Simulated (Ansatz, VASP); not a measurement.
# Re (Rhenium) in two plane-wave programs

Aim: how closely do two programs agree when they are given the same cell, functional and k mesh? The cell is taken from a series of runs on this material, whose earlier steps may have relaxed, scaled, displaced or heated it; both programs get it as it stands.

Calculated with Ansatz 0.2.0; plane waves, with VASP 6.6.1 beside it; zone-centre phonons at LDA.

### 1. Starting point

It takes space group P6_3/mmc (No. 194, hexagonal). The conventional cell has a = 2.820 Å, b = 2.820 Å, c = 4.324 Å, α = 90.00°, β = 90.00°, γ = 120.00°. Nearest to Re lie 12 Re at 2.71 to 2.82 Å.

Structure file:

```cif
data_structure
_symmetry_space_group_name_H-M 'P6_3/mmc'
_symmetry_Int_Tables_number 194
_cell_length_a 2.8197
_cell_length_b 2.8197
_cell_length_c 4.3239
_cell_angle_alpha 90.000
_cell_angle_beta 90.000
_cell_angle_gamma 120.000
_cell_volume 29.77
loop_
_atom_site_label
_atom_site_type_symbol
_atom_site_symmetry_multiplicity
_atom_site_Wyckoff_symbol
_atom_site_fract_x
_atom_site_fract_y
_atom_site_fract_z
_atom_site_occupancy
Re1 Re 2 c 0.33333 0.66667 0.25000 1
```

### 2. Ansatz: zone-centre phonons, LDA

Ansatz runs on its PAW soft_1 files.

Second derivatives magnify differences that forces hide, and they need a tight electronic threshold.

Input file input.yaml:

```yaml
crystal:
  lattice:
    - [2.8196725052, 0.0, 0.0]
    - [-1.4098362526, 2.4419080199, 0.0]
    - [0.0, 0.0, 4.3238625808]
  atoms:
    - { symbol: Re, position: [0.3333333333, 0.6666666667, 0.25] }
    - { symbol: Re, position: [0.6666666667, 0.3333333333, 0.75] }
kpoints:
  mp_grid: { grid: [18, 18, 12] }
hamiltonian:
  xc: lda
  pseudopotentials: { kind: paw, azcp: { folder: soft_1 }, xc_functional: pbe }
scf:
  occupations: { method: methfessel_paxton, width: 0.2 }
output:
  eigenvalues: true
phonons:
  method: dfpt
```

The run is started by

```console
ansatz run input.yaml --threads 4 --pin off --max-ram 10240MiB --backend cpu --events-out ev --progress --plain --runs-dir out
```

Numbers of over 12 decimals in the logs are rounded to 6 here.

What it wrote:

```text
zone centre: on kpoints.mp_grid the ground state, and the responses unless they are solved on pairs of k-points, stand on 637 of the mesh's 3888 k-points, reduced under 4 symmetry operations, with k and −k counted as one. Each operation leaves every solved displacement unchanged or reverses it
Engine: ansatz 0.2.0, x86_64-unknown-linux-gnu
Pseudopotentials: kind: paw
Pseudopotential: Re, paw, valence charge 15, recommended cutoff 420 eV (normal), soft_1/Re.paw.azcp
Functional definition: SPW92
  exchange = slater_x
  correlation = pw_c
Crystal: 2 atoms, lattice volume = 29.771 Å³
Basis set: ecut = 420 eV, 591 PW (Γ), exchange–correlation on 40×40×60 points (8 copies of the dense FFT grid, shifted against one another)
Bands: 19, of which v1, the nominal top of the filled ones, is band 15 counted from 1 (14 counted from 0)
Symmetry: 24 space group operations
k-points: 637 of 3888 (irreducible under 4 space group operations, time reversal used)
Non-local potential: Re, projectors of the file, l = 0: 3, l = 1: 2, l = 2: 2, l = 3: 1
PAW form: soft (Blöchl's): semilocal exchange-correlation on the pseudo side does not see the compensation charge
PAW frozen core: Re, regenerated for the run's functional, and the local potential with it (the file was generated under x = pbe(κ = 0.804, μ = 0.219515), c = pbe(β = 0.066725))
PAW one-centre angular grid: Re, 590 points (default); XC on 64 Gauss nodes
Initial density: superposition of atomic densities (chi_scale 0.1, normalization cell)
Initial wavefunctions: pseudopotential atomic-orbital guess
Functional: x = slater, c = lda
SCF iter   1: F=—  HF=-21217.444443 eV  |F-HF|=—  |Δ(HF+E_count)|=         —  Δρ=5.90e-2  dr2=9.58e-1  ethr=3.10e-3  ⟨swp⟩=4.5  Hψ=47670  notcnv=0
preconditioner: auto → none  [metal: Δε(μ)=0.010 eV  Ē_g=6.262 eV  σ=0.200 eV  W_gap=0.04  n_scr=8 (ndim 8)  ℏωp=25.5 eV  f_vac=0.000  D(μ)=1.85/eV (n_scr^D=22)  sad-step TF]
SCF iter   2: F=—  HF=-21217.171833 eV  |F-HF|=—  |Δ(HF+E_count)|=   2.73e-1  S|Δr|=    0.00e0  Δρ=3.39e-2  dr2=3.07e-1  ethr=3.10e-3  ⟨swp⟩=2.0  Hψ=19422  notcnv=0  defer=2
SCF iter   3: F=—  HF=-21217.047449 eV  |F-HF|=—  |Δ(HF+E_count)|=   1.24e-1  S|Δr|=    0.00e0  Δρ=1.60e-3  dr2=2.98e-4  ethr=1.02e-3  ⟨swp⟩=2.9  Hψ=22678  notcnv=0  defer=2
SCF iter   4: F=—  HF=-21217.047662 eV  |F-HF|=—  |Δ(HF+E_count)|=   2.13e-4  S|Δr|=    0.00e0  Δρ=1.93e-4  dr2=1.34e-5  ethr=9.93e-7  ⟨swp⟩=2.1  Hψ=18185  notcnv=0  defer=2
SCF iter   5: F=—  HF=-21217.047656 eV  |F-HF|=—  |Δ(HF+E_count)|=   5.14e-6  S|Δr|=    0.00e0  Δρ=3.12e-5  dr2=1.99e-7  ethr=4.47e-8  ⟨swp⟩=2.0  Hψ=16620  notcnv=0  defer=2
SCF iter   6: F=—  HF=-21217.047657 eV  |F-HF|=—  |Δ(HF+E_count)|=   8.34e-8  S|Δr|=    0.00e0  Δρ=7.84e-6  dr2=1.32e-8  ethr=6.62e-10  ⟨swp⟩=2.9  Hψ=22857  notcnv=0  defer=2
SCF iter   7: F=—  HF=-21217.047657 eV  |F-HF|=—  |Δ(HF+E_count)|=  5.02e-10  S|Δr|=    0.00e0  Δρ=1.15e-6  dr2=2.14e-10  ethr=4.40e-11  ⟨swp⟩=2.1  Hψ=16223  notcnv=0  defer=2
SCF iter   8: F=-21217.047657 eV  HF=-21217.047657 eV  |F-HF|=0.00e0  |Δ(HF+E_count)|=  1.09e-11  S|Δr|=    0.00e0  Δρ=7.97e-8  dr2=1.07e-12  ethr=1.00e-12  ⟨swp⟩=5.7  Hψ=51698  notcnv=0
SCF 1 converged in 8 iterations: F = -21217.047657 eV  dr2 = 1.07e-12
  greatest PAW one-centre occupation: 0.999 electrons in one spin orbital (limit 2), on the Re atom at site 1 (counted from 0), in its partial waves of l = 0
DFPT response loops at Γ: preconditioner auto → Kerker (q_TF=auto, 2.732 Å⁻¹) (partly filled bands, converged f_vac=0.000); β = 1.00, the filter's whole step (`scf.mixing.beta` (0.50) is not read by the response loops under this deck's `scf.mixing.preconditioner`; to damp them name `kerker` or `kerker_dos`, under which they read `scf.mixing.beta`, and type it under 1.00, their step now; both keys bind the ground state too); Broyden in place of MSR1
SCF converged after 8 iterations
Stability not checked: this state was not tested for a lower state beside it, because cold or Methfessel-Paxton smearing, or corrected tetrahedra, fill the levels in a way that the test cannot read (fill_not_monotonic; see scf.lower_state_search)
Free energy (F): -21217.047657 eV
Harris-Foulkes:  -21217.047657 eV  (|F-HF|=0.00e0)
Internal energy: -21217.048725 eV  (E = F + TS)
E sigma→0 (E₀):  -21217.047924 eV
Entropy (-TS):   0.001069 eV (0.534 meV/atom)
Fermi energy:    23.303409 eV
--- Per-component energies (eV) ---
  E_band       = -161.103002
  E_kinetic    = 1046.322704
  E_local      = -1581.091822  (includes V_loc(G=0)·N_el)
  E_nonlocal   = 171.927035
  E_hartree    = 548.091576
  E_xc         = -708.141049
  E_vxc        = -580.912759  (∫ρ·V_xc dr)
  E_paw        = -16892.921148  (= ΣΔE_a)
  E_vpaw       = -313.531446  (= ΣTr[D̂ρ^β])
  E_aug_tail   = 0.000097  (compensation charges beyond the density's cutoff)
  E_ewald      = -3801.874457
  E_core_change = 0.638340  (= ΣΔE_core)
  E_smearing   = 0.001069  (= −TS)
  E_closure    = 0.000000  (closes the sum)
  Σ components = -21217.047657   (vs F -21217.047657, Δ=0.00e0)
--- Band table (eV; the first three rows and the last of 637) ---
  k-point 0: bands = [... 11 lower, 21.6805, 22.4112, 22.6536, 22.6536, 23.0653, 23.0653, 24.6372, 26.6409]
  k-point 1: bands = [... 11 lower, 21.6009, 22.3490, 22.5803, 22.5803, 23.2332, 23.2332, 24.3557, 26.6731]
  k-point 2: bands = [... 11 lower, 21.4483, 22.1735, 22.3854, 22.3854, 23.6456, 23.6456, 23.6533, 26.7345]
  k-point 636: bands = [... 11 lower, 20.1768, 21.2400, 21.2400, 23.1686, 23.1686, 27.2170, 27.2170, 29.3833]
--- Phonons (Γ-DFPT): 2 representative perturbations + reference, on 637 of 3888 k-points (Σ response iterations 5) ---
  k mesh reduced under 4 symmetry operations, with k and −k counted as one. Each operation leaves every solved displacement unchanged or reverses it
  ASR residual: 1.518e-4 → 0.000e0 eV/Å²; symmetrization residual: 1.847e-13 eV/Å²
  ASR residual per site (eV/Å²): 1.52e-4 1.52e-4
  Γ frequencies (cm⁻¹): 0.00 0.00 0.00 113.76 118.60 118.60
  non-analytic LO–TO correction: not included (Born effective charges unavailable; polar crystals: no LO–TO splitting at Γ)
```

### 3. VASP: zone-centre phonons, LDA

The same cell, functional (in two slightly different forms), mesh and smearing now go to VASP, with its own data sets.

Lines of VASP's logs that name or quote its potential files are left out, and so is its time.

Input file INCAR:

```
SYSTEM = Re
PREC = Accurate
ENCUT = 600
EDIFF = 1E-08
NELM = 120
ISMEAR = 1
SIGMA = 0.2
LREAL = .FALSE.
ALGO = Normal
GGA = PW92
NBANDS = 13
LASPH = .TRUE.
LORBIT = 11
LWAVE = .FALSE.
LCHARG = .FALSE.
ISIF = 2
IBRION = 8
GGA_COMPAT = .FALSE.
KPAR = 2
```

Input file POSCAR:

```
Re
1.0
    2.8196725052      0.0000000000      0.0000000000
   -1.4098362526      2.4419080199      0.0000000000
    0.0000000000      0.0000000000      4.3238625808
Re
2
Direct
    0.3333333334      0.6666666668      0.2500000000
    0.6666666668      0.3333333334      0.7500000000
```

Input file KPOINTS:

```
Automatic mesh
0
Gamma
18 18 12
0 0 0
```

The projector-augmented-wave data sets are Re (LDA family, release 64).

The run is started by

```console
mpirun -np 2 vasp_std
```

What it wrote:

```text
[banner, memory and clock lines left out]
running    2 mpi-ranks, on    1 nodes
 distrk:  each k-point on    1 cores,    2 groups
 distr:  one band on    1 cores,    1 groups

 POSCAR found type information on POSCAR Re
 POSCAR found :  1 types and       2 ions
|                                                                             |
|               ----> ADVICE to this user running VASP <----                  |
|                                                                             |
|     You enforced a specific xc type in the INCAR file but a different       |
|     [... a line on the potential file left out ...]
|     I HOPE YOU KNOW WHAT YOU ARE DOING!                                     |
|                                                                             |

 LDA part: xc-table for (Slater(with rela. corr.)+PW92), standard interpolation
 POSCAR, INCAR and KPOINTS ok, starting setup
 FFT: planning ... GRIDC
 FFT: planning ... GRID_SOFT
 FFT: planning ... GRID
 WAVECAR not read
 entering main loop
       N       E                     dE             d eps       ncg     rms          rms(c)
DAV:   1     0.123282660022E+03    0.12328E+03   -0.63811E+03  7293   0.123E+03
DAV:   2    -0.199615061820E+02   -0.14324E+03   -0.12715E+03 10692   0.455E+02
DAV:   3    -0.286903957880E+02   -0.87289E+01   -0.76099E+01 11305   0.146E+02
DAV:   4    -0.288860075269E+02   -0.19561E+00   -0.19170E+00 11096   0.134E+01
DAV:   5    -0.288871988716E+02   -0.11913E-02   -0.11909E-02 11025   0.176E+00    0.417E+01
DAV:   6    -0.277639186417E+02    0.11233E+01   -0.10227E+00 11473   0.169E+01    0.172E+01
DAV:   7    -0.274273856834E+02    0.33653E+00   -0.61780E-01 11493   0.128E+01    0.398E-01
DAV:   8    -0.274170425392E+02    0.10343E-01   -0.60508E-03 11010   0.813E-01    0.187E-01
DAV:   9    -0.274161211467E+02    0.92139E-03   -0.35769E-04 10039   0.193E-01    0.400E-02
DAV:  10    -0.274161220481E+02   -0.90142E-06   -0.40840E-05 10907   0.549E-02    0.192E-02
DAV:  11    -0.274161219758E+02    0.72300E-07   -0.62283E-07 11253   0.119E-02    0.130E-03
DAV:  12    -0.274161219471E+02    0.28780E-07   -0.32410E-08  8741   0.232E-03    0.612E-04
DAV:  13    -0.274161219447E+02    0.23570E-08   -0.57138E-09  6222   0.146E-03
   1 F= -.27416122E+02 E0= -.27416411E+02  d E =0.867624E-03
 Linear response reoptimize wavefunctions to high precision
DAV:   1    -0.274161219442E+02    0.47748E-09   -0.59896E-09  8510   0.103E-03
DAV:   2    -0.274161219443E+02   -0.24784E-10   -0.13724E-10  5517   0.201E-04
 Linear response DOF=           2
 Linear response progress:
  Degree of freedom:   1/  2
       N       E                     dE             d eps       ncg     rms          rms(c)
RMM:   1    -0.945351559746E-01   -0.94535E-01    0.12904E-01 31251   0.193E+01
RMM:   2    -0.144184611197E+00   -0.49649E-01   -0.52587E-02 51209   0.205E+00    0.123E-01
RMM:   3    -0.144143657648E+00    0.40954E-04   -0.32339E-03 55575   0.437E-01    0.863E-02
RMM:   4    -0.143493326544E+00    0.65033E-03   -0.75227E-04 51816   0.233E-01    0.173E-02
RMM:   5    -0.143552277904E+00   -0.58951E-04   -0.27647E-05 52753   0.584E-02    0.779E-03
RMM:   6    -0.143577990072E+00   -0.25712E-04   -0.29647E-06 55090   0.182E-02    0.299E-03
RMM:   7    -0.143582788862E+00   -0.47988E-05    0.98517E-07 53893   0.583E-03    0.134E-03
RMM:   8    -0.143585179387E+00   -0.23905E-05   -0.10168E-07 55200   0.263E-03    0.412E-04
RMM:   9    -0.143584305330E+00    0.87406E-06    0.78207E-08 56985   0.894E-04    0.643E-05
RMM:  10    -0.143584405791E+00   -0.10046E-06   -0.65563E-08 57876   0.473E-04    0.210E-05
RMM:  11    -0.143584444311E+00   -0.38520E-07   -0.30459E-08 59515   0.356E-04    0.848E-06
RMM:  12    -0.143584452751E+00   -0.84405E-08   -0.47200E-08 58612   0.325E-04    0.324E-06
 first order change of Fermi-energy  -0.20149E-04
 force on displaced ion       1 direction 1 :  -4.750   0.000   0.000
 Linear response progress:
  Degree of freedom:   2/  2
       N       E                     dE             d eps       ncg     rms          rms(c)
RMM:   1    -0.130587899804E+00   -0.13059E+00    0.13134E-01 10881   0.202E+01
RMM:   2    -0.183244772082E+00   -0.52657E-01   -0.46567E-02 16196   0.229E+00    0.197E-01
RMM:   3    -0.184428707590E+00   -0.11839E-02   -0.11517E-02 18608   0.747E-01    0.116E-01
RMM:   4    -0.184246188315E+00    0.18252E-03   -0.79932E-05 18441   0.164E-01    0.649E-02
RMM:   5    -0.184526251790E+00   -0.28006E-03   -0.53535E-06 19148   0.120E-01    0.169E-02
RMM:   6    -0.184553167840E+00   -0.26916E-04   -0.57915E-05 17662   0.336E-02    0.655E-03
RMM:   7    -0.184534524219E+00    0.18644E-04    0.65558E-05 18016   0.129E-02    0.348E-03
RMM:   8    -0.184548489267E+00   -0.13965E-04    0.39096E-05 18294   0.862E-03    0.656E-04
RMM:   9    -0.184551407265E+00   -0.29180E-05    0.35916E-06 18202   0.290E-03    0.130E-04
RMM:  10    -0.184551220080E+00    0.18719E-06   -0.39411E-06 19746   0.999E-04    0.752E-05
RMM:  11    -0.184550432648E+00    0.78743E-06    0.63718E-07 18733   0.519E-04    0.210E-05
RMM:  12    -0.184550404904E+00    0.27745E-07    0.38145E-08 20645   0.385E-04    0.932E-06
RMM:  13    -0.184550408117E+00   -0.32132E-08   -0.10623E-07 19524   0.367E-04    0.335E-06
RMM:  14    -0.184550414722E+00   -0.66055E-08   -0.93397E-08 20560   0.352E-04    0.933E-07
 first order change of Fermi-energy   0.10646E-03
 force on displaced ion       1 direction 3 :   0.000  -0.000  -3.969
 Linear response finished
```

OUTCAR, selected parts (step 3):

```text
ion  position               nearest neighbor table
   1  0.333  0.667  0.250-   2 2.71   2 2.71   2 2.71   2 2.71   2 2.71   2 2.71
   2  0.667  0.333  0.750-   1 2.71   1 2.71   1 2.71   1 2.71   1 2.71   1 2.71

  LATTYP: Found a hexagonal cell.
 ALAT       =     2.8196725052
 C/A-ratio  =     1.5334626886

 Subroutine GETGRP returns: Found 24 space group operations
 (whereof 12 operations were pure point group operations)

The static configuration has the point symmetry D_3d.
 The point group associated with its full space group is D_6h.

 Found    259 irreducible k-points:

   k-points           NKPTS =    259   k-points in BZ     NKDIM =    259   number of bands    NBANDS=     13

   dimension x,y,z NGX =    24 NGY =   24 NGZ =   36
   dimension x,y,z NGXF=    48 NGYF=   48 NGZF=   72

   ENCUT  =  600.0 eV  44.10 Ry    6.64 a.u.   5.63  5.63  8.64*2*pi/ulx,y,z

   NELECT =      14.0000    total number of electrons

 k-points in reciprocal lattice and weights: Automatic mesh
   0.00000000  0.00000000  0.00000000       0.000
   0.05555556  0.00000000  0.00000000       0.002
   0.11111111  0.00000000  0.00000000       0.002
   0.16666667  0.00000000  0.00000000       0.002
   0.22222222 -0.00000000  0.00000000       0.002
   0.27777778  0.00000000  0.00000000       0.002
   0.33333333 -0.00000000  0.00000000       0.002
   0.38888889 -0.00000000  0.00000000       0.002
   0.44444444 -0.00000000  0.00000000       0.002
[...]
0.33333333  0.27777778  0.50000000       0.003
   0.33333333  0.33333333  0.50000000       0.001

 average (electrostatic) potential at core
       1 -39.5867       2 -39.5867

  Total       -3.4755871     -3.4755871      0.1034786      0.0000000      0.0000000     -0.0000000
  in kB     -187.0419021   -187.0419021      5.5687931      0.0000000      0.0000000     -0.0000000
  external PRESSURE =    -122.8383371 kB  Pullay stress =       0.0000000 kB

  energy-cutoff  :      600.00
  volume of cell :       29.77
      direct lattice vectors                 reciprocal lattice vectors
     2.819672505  0.000000000  0.000000000     0.354651116  0.204757917  0.000000000
    -1.409836253  2.441908020  0.000000000     0.000000000  0.409515834  0.000000000
     0.000000000  0.000000000  4.323862581     0.000000000  0.000000000  0.231274695

 POSITION                                       TOTAL-FORCE (eV/Angst)
 -----------------------------------------------------------------------------------
      0.00000      1.62794      1.08097        -0.000000     -0.000000      0.000000
      1.40984      0.81397      3.24290         0.000000      0.000000      0.000000
 -----------------------------------------------------------------------------------
    total drift:                               -0.000000     -0.000000      0.000000

 Eigenvectors and eigenvalues of the dynamical matrix
 ----------------------------------------------------

   1 f  =    3.531007 THz    22.185969 2PiTHz  117.781705 cm-1    14.603064 meV
             X         Y         Z           dx          dy          dz
      0.000000  1.627939  1.080966     0.000000    0.707107    0.000000
      1.409836  0.813969  3.242897    -0.000000   -0.707107   -0.000000

   2 f  =    3.531007 THz    22.185969 2PiTHz  117.781705 cm-1    14.603064 meV
             X         Y         Z           dx          dy          dz
      0.000000  1.627939  1.080966     0.707107   -0.000000   -0.000000
      1.409836  0.813969  3.242897    -0.707107    0.000000    0.000000

   3 f  =    3.227653 THz    20.279941 2PiTHz  107.662909 cm-1    13.348494 meV
             X         Y         Z           dx          dy          dz
      0.000000  1.627939  1.080966    -0.000000   -0.000000    0.707107
      1.409836  0.813969  3.242897     0.000000    0.000000   -0.707107

   4 f  =    0.000000 THz     0.000000 2PiTHz    0.000002 cm-1     0.000000 meV
             X         Y         Z           dx          dy          dz
      0.000000  1.627939  1.080966     0.646238    0.285671   -0.027719
      1.409836  0.813969  3.242897     0.646238    0.285671   -0.027719

   5 f/i=    0.000000 THz     0.000000 2PiTHz    0.000001 cm-1     0.000000 meV
             X         Y         Z           dx          dy          dz
      0.000000  1.627939  1.080966     0.118946   -0.204418    0.666382
      1.409836  0.813969  3.242897     0.118946   -0.204418    0.666382

   6 f/i=    0.000000 THz     0.000000 2PiTHz    0.000001 cm-1     0.000000 meV
             X         Y         Z           dx          dy          dz
      0.000000  1.627939  1.080966    -0.261205    0.613682    0.234876
      1.409836  0.813969  3.242897    -0.261205    0.613682    0.234876

 ELASTIC MODULI CONTR FROM IONIC RELAXATION (kBar)
 Direction    XX          YY          ZZ          XY          YZ          ZX
 --------------------------------------------------------------------------------
 XX        -121.2498    121.2498      0.0000     -0.0000     -0.0000      0.0000
 YY         121.2498   -121.2498     -0.0000      0.0000      0.0000      0.0000
 ZZ           0.0000     -0.0000     -0.0000      0.0000     -0.0000      0.0000
 XY          -0.0000      0.0000      0.0000   -121.2498      0.0000      0.0000
 YZ          -0.0000      0.0000     -0.0000      0.0000     -0.0000      0.0000
 ZX           0.0000      0.0000      0.0000      0.0000      0.0000      0.0000
 --------------------------------------------------------------------------------
```

The data set Re keeps the semicore shell frozen, which is cheaper and a little less accurate.

### 4. Side by side

Known differences besides the potentials themselves: the data sets hold 30 valence electrons in Ansatz (on its PAW soft_1 files) and 14 in VASP; the cutoff is 420 eV in Ansatz and 600 eV in VASP; VASP's log shows a relativistic correction to its local exchange, Ansatz's none. Total energies have different zeros and are not compared.

The two programs side by side:

```csv
quantity,Ansatz,VASP,difference
optical mode 1 (cm⁻¹),113.8,107.7,+5.66 %
optical mode 2 to 3 (cm⁻¹),118.6,117.8,+0.69 %
```

Modes are paired by rising frequency, not by their patterns, so a pair may set unlike modes beside each other; they are those without the splitting of longitudinal modes.

### 5. Results

* r.m.s. difference of the optical zone-centre modes, each program's sorted by frequency (zone-centre phonons, LDA): 3.6 cm⁻¹
* difference in optical mode 1 (zone-centre phonons, LDA): +5.7 %

What this shows: The r.m.s. difference of the optical zone-centre modes, each program's sorted by frequency is 3.6 cm⁻¹ (zone-centre phonons, LDA). The data sets hold unlike numbers of valence electrons (30 in Ansatz and 14 in VASP), so part of the differences comes from the potentials. Among the rows given in per cent, the largest difference of the zone-centre phonons, LDA pair is in optical mode 1, +5.7 %. Such differences can come from data sets, numerical settings and the points named under the comparisons, not from the functional's error against experiment.

[Lines on the potential files, build, host, timing and source positions are cut from VASP's logs without a mark.]

[Logs are printed without paths, hosts, clocks, repeated set-up lines and the standing remarks that a program may print on its own settings, such as how far it seeks lower states.]

[Hosts, paths, dates, database ids (printed as entryN), source tags and the programs' standing remarks are cut or masked in the printed files.]
